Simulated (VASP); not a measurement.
These are LDA (Ceperley-Alder, Perdew-Zunger), VASP's LDA PAW potentials (set 64) (plane waves; VASP 6.6.1) values and carry that method's errors.

VASP ran on this input.

**INCAR**
```
SYSTEM = PtS2
PREC = Accurate
ENCUT = 400
EDIFF = 1E-8
NELM = 100
ALGO = Normal
LREAL = .FALSE.
LASPH = .TRUE.
ISMEAR = 1
SIGMA = 0.1
LMAXMIX = 6
LWAVE = .FALSE.
LCHARG = .FALSE.
IBRION = 1
ISIF = 2
NSW = 30
EDIFFG = -0.001
```

POSCAR:
```
PtS2
1
    1.7797803876    -3.0826701293     0.0000000000
    1.7797803876     3.0826701293    -0.0000000000
    0.0000000000     0.0000000000     4.5435809962
Pt S
1 2
Direct
  1.0000000000   1.0000000000   0.0000000000
  0.3333330000   0.6666670000   0.2615105618
  0.6666670000   0.3333330000   0.7384894382
```

**KPOINTS**
```
Automatic mesh
0
Gamma
9 9 6
0 0 0
```

POTCAR, in this order: Pt S (LDA.64 set). Program: vasp_std.

Output

File OUTCAR:
```
 ion  position               nearest neighbor table
   1  0.000  0.000  0.000-   2 2.37   3 2.37   3 2.37   2 2.37   3 2.37   2 2.37
   2  0.333  0.667  0.262-   1 2.37   1 2.37   1 2.37
   3  0.667  0.333  0.738-   1 2.37   1 2.37   1 2.37
  LATTYP: Found a hexagonal cell.
 ALAT       =     3.5595608373
 C/A-ratio  =     1.2764442593
 Subroutine PRICEL returns:
 Original cell was already a primitive cell.
 Subroutine GETGRP returns: Found 12 space group operations
The static configuration has the point symmetry D_3d.
The dynamic configuration has the point symmetry D_3d.
 Subroutine INISYM returns: Found 12 space group operations
 Subroutine IBZKPT returns following result:
 Found     62 irreducible k-points:

 Following reciprocal coordinates:
            Coordinates               Weight
  0.000000  0.000000  0.000000      1.000000
  0.111111  0.000000  0.000000      6.000000
  0.222222  0.000000  0.000000      6.000000
  0.333333  0.000000  0.000000      6.000000
  0.444444  0.000000  0.000000      6.000000
  0.111111  0.111111  0.000000      6.000000
  0.222222  0.111111  0.000000     12.000000
  0.333333  0.111111  0.000000     12.000000
  0.444444  0.111111  0.000000      6.000000
  0.222222  0.222222  0.000000      6.000000
  0.333333  0.222222  0.000000     12.000000
  0.333333  0.333333  0.000000      2.000000
  0.000000  0.000000  0.166667      2.000000
  0.111111  0.000000  0.166667      6.000000
  0.000000  0.111111  0.166667      6.000000
  0.222222  0.000000  0.166667      6.000000
  0.000000  0.222222  0.166667      6.000000
  0.333333  0.000000  0.166667      6.000000
  0.000000  0.333333  0.166667      6.000000
  0.444444  0.000000  0.166667      6.000000
  0.000000  0.444444  0.166667      6.000000
  0.111111  0.111111  0.166667     12.000000
  0.222222  0.111111  0.166667     12.000000
 -0.111111  0.333333  0.166667     12.000000
  0.333333  0.111111  0.166667     12.000000
 -0.111111  0.444444  0.166667     12.000000
  0.444444  0.111111  0.166667     12.000000
  0.222222  0.222222  0.166667     12.000000
  0.333333  0.222222  0.166667     12.000000
 -0.222222 -0.444444  0.166667     12.000000
  0.333333  0.333333  0.166667      4.000000
  0.000000  0.000000  0.333333      2.000000
  0.111111  0.000000  0.333333      6.000000
  0.000000  0.111111  0.333333      6.000000
  0.222222  0.000000  0.333333      6.000000
  0.000000  0.222222  0.333333      6.000000
  0.333333  0.000000  0.333333      6.000000
  0.000000  0.333333  0.333333      6.000000
  0.444444  0.000000  0.333333      6.000000
  0.000000  0.444444  0.333333      6.000000
   k-points           NKPTS =     62   k-points in BZ     NKDIM =     62   number of bands    NBANDS=     15
   number of dos      NEDOS =    301   number of ions     NIONS =      3
   total plane-waves  NPLWV =  17280
   dimension x,y,z NGX =    24 NGY =   24 NGZ =   30
   dimension x,y,z NGXF=    48 NGYF=   48 NGZF=   60
   ions per type =               1   2
   PREC   = accura    normal or accurate (medium, high low for compatibility)
   ISTART =      0    job   : 0-new  1-cont  2-samecut
   ICHARG =      2    charge: 1-file 2-atom 10-const
   ISPIN  =      1    spin polarized calculation?
   LNONCOLLINEAR =      F non collinear calculations
   LSORBIT =      F    spin-orbit coupling
   INIWAV =      1    electr: 0-lowe 1-rand  2-diag
   ENCUT  =  400.0 eV  29.40 Ry    5.42 a.u.   5.80  5.80  7.41*2*pi/ulx,y,z
   NELM   =    100;   NELMIN=  2; NELMDL= -5     # of ELM steps
   EDIFF  = 0.1E-07   stopping-criterion for ELM
   LREAL  =      F    real-space projection
...
```

**OSZICAR**
```
       N       E                     dE             d eps       ncg     rms          rms(c)
DAV:   1     0.886647329634E+02    0.88665E+02   -0.92432E+03  1964   0.106E+03
DAV:   2    -0.159501575813E+02   -0.10461E+03   -0.10236E+03  2385   0.224E+02
DAV:   3    -0.194869941145E+02   -0.35368E+01   -0.35247E+01  2378   0.444E+01
DAV:   4    -0.195191666505E+02   -0.32173E-01   -0.32168E-01  2364   0.465E+00
DAV:   5    -0.195196881618E+02   -0.52151E-03   -0.52150E-03  2399   0.561E-01    0.195E+01
DAV:   6    -0.184832986143E+02    0.10364E+01   -0.75408E+00  1888   0.279E+01    0.126E+01
DAV:   7    -0.182530534428E+02    0.23025E+00   -0.13526E+00  1895   0.128E+01    0.586E+00
DAV:   8    -0.182179529133E+02    0.35101E-01   -0.84324E-02  2217   0.231E+00    0.127E+00
DAV:   9    -0.182131202610E+02    0.48327E-02   -0.11106E-02  2203   0.115E+00    0.247E-01
DAV:  10    -0.182131379120E+02   -0.17651E-04   -0.14797E-03  2245   0.292E-01    0.818E-02
DAV:  11    -0.182131422425E+02   -0.43305E-05   -0.51593E-05  2378   0.711E-02    0.377E-02
DAV:  12    -0.182131407460E+02    0.14965E-05   -0.63454E-06  2231   0.271E-02    0.847E-03
DAV:  13    -0.182131405619E+02    0.18409E-06   -0.10858E-06  2301   0.914E-03    0.313E-03
DAV:  14    -0.182131405497E+02    0.12179E-07   -0.48491E-08  2259   0.166E-03    0.161E-03
DAV:  15    -0.182131405472E+02    0.25461E-08   -0.45848E-09  1203   0.520E-04
   1 F= -.18213141E+02 E0= -.18213326E+02  d E =-.182131E+02
       N       E                     dE             d eps       ncg     rms          rms(c)
DAV:   1    -0.182131414560E+02   -0.90629E-06   -0.91692E-05  1895   0.575E-02    0.614E-03
DAV:   2    -0.182131417544E+02   -0.29839E-06   -0.40070E-06  2441   0.141E-02    0.300E-03
DAV:   3    -0.182131417421E+02    0.12346E-07   -0.87742E-08  2189   0.301E-03    0.186E-03
DAV:   4    -0.182131417379E+02    0.41753E-08   -0.11907E-08  1343   0.109E-03
   2 F= -.18213142E+02 E0= -.18213327E+02  d E =-.119071E-05
       N       E                     dE             d eps       ncg     rms          rms(c)
DAV:   1    -0.182131418146E+02   -0.72482E-07   -0.30019E-05  1874   0.329E-02    0.359E-03
DAV:   2    -0.182131419099E+02   -0.95372E-07   -0.13271E-06  2448   0.809E-03    0.174E-03
DAV:   3    -0.182131419050E+02    0.49174E-08   -0.31396E-08  1994   0.180E-03
   3 F= -.18213142E+02 E0= -.18213328E+02  d E =-.167112E-06
```

OUTCAR:
```
------------------------ aborting loop because EDIFF is reached ----------------------------------------
  FORCE on cell =-STRESS in cart. coord.  units (eV):
  Direction    XX          YY          ZZ          XY          YZ          ZX
  --------------------------------------------------------------------------------------
  Total        0.0432861      0.0432861     -0.0028527      0.0000000      0.0000000      0.0000000
  in kB        1.3910340      1.3910341     -0.0916730      0.0000000      0.0000000      0.0000000
  external PRESSURE =       0.8967984 kB  Pullay stress =       0.0000000 kB
  volume of cell :       49.86
      direct lattice vectors                 reciprocal lattice vectors
     1.779780388 -3.082670129  0.000000000     0.280933537 -0.162197050  0.000000000
     1.779780388  3.082670129  0.000000000     0.280933537  0.162197050  0.000000000
     0.000000000  0.000000000  4.543580996     0.000000000  0.000000000  0.220090717
 POSITION                                       TOTAL-FORCE (eV/Angst)
 -----------------------------------------------------------------------------------
      0.00000     -0.00000     -0.00000         0.000000      0.000000      0.000000
      1.77978      1.02756      1.18852         0.000000      0.000000     -0.000068
      1.77978     -1.02756      3.35506        -0.000000     -0.000000      0.000068
 -----------------------------------------------------------------------------------
    total drift:                               -0.000000      0.000000      0.000000
  FREE ENERGIE OF THE ION-ELECTRON SYSTEM (eV)
  ---------------------------------------------------
  free  energy   TOTEN  =       -18.2131419050 eV

  energy  without entropy=      -18.2136996524  energy(sigma->0) =      -18.21332782

 reached required accuracy - stopping structural energy minimisation
```
(Selected blocks of OUTCAR.)

**CONTCAR**
```
PtS2
   1.00000000000000
     1.7797803876000000   -3.0826701292999998    0.0000000000000000
     1.7797803876000000    3.0826701292999998    0.0000000000000000
     0.0000000000000000    0.0000000000000000    4.5435809962000002
  Pt              S
     1     2
Direct
     0.0000000000000000    0.0000000000000000   -0.0000000000000000
     0.3333330000000032    0.6666669999999968    0.2615819818742724
     0.6666669999999968    0.3333330000000032    0.7384180181257276
```

The compound is PtS2 in the 1T layered structure. This run relaxes the ions in a fixed cell. Symmetry was kept, so distortions that lower it aren't found. The start is the result of an earlier pass.
